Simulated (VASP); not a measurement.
Consider the following.

```
CELL_PARAMETERS angstrom
      2.76387     0.00000     0.00000
      0.00000     2.76387     0.00000
      0.00000     0.00000     2.76387
ATOMIC_POSITIONS crystal
  Nb 0.00000 0.00000 0.00000
  C  0.50000 0.50000 0.50000
```

All values below come from PBEsol GGA, VASP's PBE PAW potentials (set 64) (plane waves; VASP 6.6.1). Settings: 520 eV cut-off, 15×15×15 Γ-centred mesh, tetrahedra with Blöchl corrections, potentials Nb_sv C.

**Question.** Predict the energy per atom (σ→0), band gap (on the k-mesh) with the smallest direct gap where there is one.

**Answer.** 
```json
{
 "band gap (on the k-mesh)": "none (metal, semimetal or under 0.01 eV)",
 "energy per atom (σ→0)": "-966.2 kJ/mol-atom"
}
```

The absolute energy has meaning only against runs of the same code, potentials and settings.

The structure was generated: NbC was put into the CsCl type type (Pm-3m), which need not be its known phase. It was relaxed first, which changed the volume by -30 %. The electron count is odd and the run is not spin-polarised, which forces a metal.
